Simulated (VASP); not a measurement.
Calculation: PBEsol GGA, VASP's PBE PAW potentials (set 64) (plane waves; VASP).

VASP ran on this input.

File POSCAR:
```
Hf
1
    1.5788605882    -2.7346667199     0.0000000000
    1.5788605882     2.7346667199     0.0000000000
    0.0000000000     0.0000000000     4.9925004537
Hf
2
Direct
  0.3333330000   0.6666670000   0.2500000000
  0.6666670000   0.3333330000   0.7500000000
```

### INCAR
```
! general
SYSTEM =Hf
PREC   =Accurate
ENCUT  =520
LREAL  =.FALSE.
LASPH  =.TRUE.

! electronic loop
EDIFF  =1E-7
NELM   =100
ALGO   =Normal
LMAXMIX=6

! smearing
ISMEAR =-5

! functional
GGA    =PS

! ions
ISIF   =2

! output
LWAVE  =.FALSE.
LCHARG =.TRUE.
LORBIT =11
NEDOS  =601
```

KPOINTS:
```
Automatic mesh
0
Gamma
15 15 8
0 0 0
```

POTCAR, in this order: Hf_pv (PBE.64 set). Program: vasp_std.

Output

### OUTCAR
```
 ion  position               nearest neighbor table
   1  0.333  0.667  0.250-   2 3.09   2 3.09   2 3.09   2 3.09   2 3.09   2 3.09
   2  0.667  0.333  0.750-   1 3.09   1 3.09   1 3.09   1 3.09   1 3.09   1 3.09
  LATTYP: Found a hexagonal cell.
 ALAT       =     3.1577211444
 C/A-ratio  =     1.5810453885
 Subroutine PRICEL returns:
 Original cell was already a primitive cell.
 Subroutine GETGRP returns: Found 24 space group operations
The static configuration has the point symmetry D_3d.
 The point group associated with its full space group is D_6h.
The dynamic configuration has the point symmetry D_3d.
 Subroutine INISYM returns: Found 24 space group operations
 Subroutine IBZKPT returns following result:
 Found    135 irreducible k-points:

 Following reciprocal coordinates:
            Coordinates               Weight
  0.000000  0.000000  0.000000      1.000000
  0.066667  0.000000  0.000000      6.000000
  0.133333  0.000000  0.000000      6.000000
  0.200000  0.000000  0.000000      6.000000
  0.266667  0.000000  0.000000      6.000000
  0.333333  0.000000  0.000000      6.000000
  0.400000  0.000000  0.000000      6.000000
  0.466667  0.000000  0.000000      6.000000
  0.066667  0.066667  0.000000      6.000000
  0.133333  0.066667  0.000000     12.000000
  0.200000  0.066667  0.000000     12.000000
  0.266667  0.066667  0.000000     12.000000
  0.333333  0.066667  0.000000     12.000000
  0.400000  0.066667  0.000000     12.000000
  0.466667  0.066667  0.000000      6.000000
  0.133333  0.133333  0.000000      6.000000
  0.200000  0.133333  0.000000     12.000000
  0.266667  0.133333  0.000000     12.000000
  0.333333  0.133333  0.000000     12.000000
  0.400000  0.133333  0.000000     12.000000
  0.200000  0.200000  0.000000      6.000000
  0.266667  0.200000  0.000000     12.000000
...
```

OSZICAR:
```
       N       E                     dE             d eps       ncg     rms          rms(c)
DAV:   1     0.468391151774E+02    0.46839E+02   -0.11756E+04  3788   0.137E+03
DAV:   2    -0.197328906053E+02   -0.66572E+02   -0.65489E+02  4746   0.271E+02
DAV:   3    -0.217410009560E+02   -0.20081E+01   -0.19790E+01  5036   0.311E+01
DAV:   4    -0.217592657898E+02   -0.18265E-01   -0.18228E-01  4356   0.362E+00
DAV:   5    -0.217595261013E+02   -0.26031E-03   -0.25953E-03  5128   0.354E-01    0.673E+01
DAV:   6    -0.212107180165E+02    0.54881E+00   -0.50232E-01  4002   0.536E+00    0.397E+01
DAV:   7    -0.210162369494E+02    0.19448E+00   -0.82357E-01  4004   0.660E+00    0.199E+00
DAV:   8    -0.210066220789E+02    0.96149E-02   -0.54048E-02  4152   0.180E+00    0.306E-01
DAV:   9    -0.210067229803E+02   -0.10090E-03   -0.11688E-03  5250   0.269E-01    0.214E-01
DAV:  10    -0.210067173280E+02    0.56522E-05   -0.47805E-05  4240   0.569E-02    0.274E-01
DAV:  11    -0.210067170346E+02    0.29340E-06   -0.64580E-06  4926   0.202E-02    0.219E-02
DAV:  12    -0.210067172521E+02   -0.21754E-06   -0.67219E-07  4516   0.652E-03    0.102E-02
DAV:  13    -0.210067171281E+02    0.12401E-06   -0.30543E-08  2958   0.150E-03    0.347E-03
DAV:  14    -0.210067170806E+02    0.47568E-07   -0.56638E-09  2712   0.720E-04
   1 F= -.21006717E+02 E0= -.21006717E+02  d E =0.000000E+00
```

### OUTCAR
```
------------------------ aborting loop because EDIFF is reached ----------------------------------------
  FORCE on cell =-STRESS in cart. coord.  units (eV):
  Direction    XX          YY          ZZ          XY          YZ          ZX
  --------------------------------------------------------------------------------------
  Total       -0.0463388     -0.0463388     -0.0099844     -0.0000000     -0.0000000     -0.0000000
  in kB       -1.7221016     -1.7221016     -0.3710524     -0.0000000     -0.0000000     -0.0000000
  external PRESSURE =      -1.2717519 kB  Pullay stress =       0.0000000 kB
  volume of cell :       43.11
      direct lattice vectors                 reciprocal lattice vectors
     1.578860588 -2.734666720  0.000000000     0.316684072 -0.182837637  0.000000000
     1.578860588  2.734666720  0.000000000     0.316684072  0.182837637  0.000000000
     0.000000000  0.000000000  4.992500454     0.000000000  0.000000000  0.200300432
 POSITION                                       TOTAL-FORCE (eV/Angst)
 -----------------------------------------------------------------------------------
      1.57886      0.91156      1.24813        -0.000000      0.000000      0.000000
      1.57886     -0.91156      3.74438         0.000000     -0.000000      0.000000
 -----------------------------------------------------------------------------------
    total drift:                                0.000004      0.000177     -0.000016
  FREE ENERGIE OF THE ION-ELECTRON SYSTEM (eV)
  ---------------------------------------------------
  free  energy   TOTEN  =       -21.0067170806 eV

  energy  without entropy=      -21.0067170806  energy(sigma->0) =      -21.00671708

 total charge

# of ion       s       p       d       tot
------------------------------------------
    1        0.402   6.402   1.600   8.404
    2        0.402   6.402   1.600   8.404
--------------------------------------------------
tot          0.804  12.804   3.199  16.807
```
(Selected blocks of OUTCAR.)

For a metal the tetrahedron method with Blöchl corrections gives inexact stress and forces.

The compound is Hf in the hcp structure. It was relaxed first.
